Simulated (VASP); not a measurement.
These are PBE GGA, VASP's PBE PAW potentials (set 64) (plane waves; VASP) values and carry that method's errors.

The input files of a VASP run:

### KPOINTS
```
k-points along high-symmetry lines
10
Line-mode
Reciprocal
  0.000000   0.000000   0.000000 ! GAMMA
  0.500000   0.000000   0.000000 ! M

  0.500000   0.000000   0.000000 ! M
  0.333333   0.333333   0.000000 ! K

  0.333333   0.333333   0.000000 ! K
  0.000000   0.000000   0.000000 ! GAMMA

  0.000000   0.000000   0.000000 ! GAMMA
  0.000000   0.000000   0.500000 ! A

  0.000000   0.000000   0.500000 ! A
  0.500000   0.000000   0.500000 ! L

  0.500000   0.000000   0.500000 ! L
  0.333333   0.333333   0.500000 ! H

  0.333333   0.333333   0.500000 ! H
  0.000000   0.000000   0.500000 ! A

  0.500000   0.000000   0.500000 ! L
  0.500000   0.000000   0.000000 ! M

  0.333333   0.333333   0.500000 ! H
  0.333333   0.333333   0.000000 ! K
```

**POSCAR**
```
Se
10.1159610
  0.2220798788  -0.3846536318   0.0000000000
  0.2220798788   0.3846536318   0.0000000000
  0.0000000000   0.0000000000   0.5000000204
Se
3
Cartesian
  0.0489524508   0.0847881315   0.3333335136
  0.3462548560  -0.0000000000   0.0000000000
  0.0489524508  -0.0847881315   0.1666665068
```

INCAR:
```
! general
SYSTEM =Se
PREC   =Accurate
ENCUT  =350   ! plane-wave cut-off (eV)
LREAL  =.FALSE.   ! projection in real space or not
LASPH  =.TRUE.
ICHARG =11   ! fixed density

! electronic loop
EDIFF  =1E-6   ! SCF stop (eV)
NELM   =100   ! most electronic steps
ALGO   =Normal   ! blocked Davidson
LMAXMIX=4

! smearing
ISMEAR =0   ! Gaussian
SIGMA  =0.05   ! width (eV)

! functional
GGA    =PE

! output
LWAVE  =.FALSE.
LCHARG =.FALSE.
```

POTCAR, in this order: Se (PBE.64 set). Program: vasp_std. Read from the step before: CHGCAR.

What VASP printed:

### OUTCAR
```
 ion  position               nearest neighbor table
   1  0.000  0.220  0.667-   2 2.41   3 2.41
   2  0.780  0.780  0.000-   1 2.41   3 2.41
   3  0.220  0.000  0.333-   2 2.41   1 2.41
  LATTYP: Found a hexagonal cell.
 ALAT       =     4.4931027715
 C/A-ratio  =     1.1257211249
 Subroutine PRICEL returns:
 Original cell was already a primitive cell.
 Subroutine GETGRP returns: Found  6 space group operations
The static configuration has the point symmetry C_2 .
 The point group associated with its full space group is D_3 .
The dynamic configuration has the point symmetry C_2 .
 Subroutine INISYM returns: Found  6 space group operations
   k-points           NKPTS =     90   k-points in BZ     NKDIM =     90   number of bands    NBANDS=     13
   number of dos      NEDOS =    301   number of ions     NIONS =      3
   total plane-waves  NPLWV =  25088
   dimension x,y,z NGX =    28 NGY =   28 NGZ =   32
   dimension x,y,z NGXF=    56 NGYF=   56 NGZF=   64
   ions per type =               3
   PREC   = accura    normal or accurate (medium, high low for compatibility)
   ISTART =      0    job   : 0-new  1-cont  2-samecut
   ICHARG =     11    charge: 1-file 2-atom 10-const
   ISPIN  =      1    spin polarized calculation?
   LNONCOLLINEAR =      F non collinear calculations
...
```

### OSZICAR
```
       N       E                     dE             d eps       ncg     rms          rms(c)
DAV:   1     0.733881294307E+02    0.73388E+02   -0.57846E+03  2340   0.824E+02
DAV:   2    -0.512827428960E+01   -0.78516E+02   -0.75086E+02  3149   0.157E+02
DAV:   3    -0.101603300619E+02   -0.50321E+01   -0.50027E+01  2760   0.467E+01
DAV:   4    -0.102058245325E+02   -0.45494E-01   -0.45466E-01  2805   0.525E+00
DAV:   5    -0.102062655946E+02   -0.44106E-03   -0.44104E-03  2865   0.497E-01
DAV:   6    -0.102062733454E+02   -0.77508E-05   -0.77506E-05  2905   0.628E-02
DAV:   7    -0.102062735245E+02   -0.17916E-06   -0.17914E-06  2673   0.860E-03
   1 F= -.10206274E+02 E0= -.10206274E+02  d E =-.505188E-16
```

File OUTCAR:
```
 val. band max:        1.9193399065   @ k =   0.5000   0.0000   0.5000

 cond. band min:       2.8957285495   @ k =   0.3333   0.3333   0.5000



 k-point     1 :       0.0000    0.0000    0.0000
  band No.  band energies     occupation
      1     -13.4619      2.00000
      2      -9.6504      2.00000
      3      -9.6504      2.00000
      4      -1.7838      2.00000
      5      -1.7838      2.00000
      6      -1.5082      2.00000
      7       0.0797      2.00000
      8       0.0798      2.00000
      9       1.6045      2.00000
     10       3.8100      0.00000
     11       3.8100      0.00000
     12       4.1964      0.00000
     13       7.8540      0.00000

 k-point     2 :       0.0556    0.0000    0.0000
  band No.  band energies     occupation
      1     -13.4519      2.00000
      2      -9.6596      2.00000
      3      -9.6498      2.00000
      4      -1.8795      2.00000
      5      -1.8196      2.00000
      6      -1.4656      2.00000
      7       0.0795      2.00000
      8       0.1347      2.00000
      9       1.5848      2.00000
     10       3.7890      0.00000
     11       3.8087      0.00000
     12       4.2259      0.00000
     13       7.8791      0.00000

 k-point     3 :       0.1111    0.0000    0.0000
  band No.  band energies     occupation
      1     -13.4228      2.00000
      2      -9.6869      2.00000
      3      -9.6481      2.00000
      4      -2.0733      2.00000
      5      -1.9100      2.00000
      6      -1.4117      2.00000
      7       0.0785      2.00000
      8       0.2557      2.00000
      9       1.5234      2.00000
     10       3.7560      0.00000
     11       3.8120      0.00000
     12       4.3085      0.00000
     13       7.9300      0.00000

 k-point     4 :       0.1667    0.0000    0.0000
  band No.  band energies     occupation
      1     -13.3770      2.00000
      2      -9.7310      2.00000
      3      -9.6453      2.00000
      4      -2.2841      2.00000
...
```

The density is held fixed in this step, so its total energy and stress have no physical meaning. Without a dispersion term in the relaxation, distances and binding between the weakly bound layers, chains or molecules are unreliable, and so is what depends on them.

The compound is Se in the trig structure. It was relaxed first, which changed the volume by +8 %.
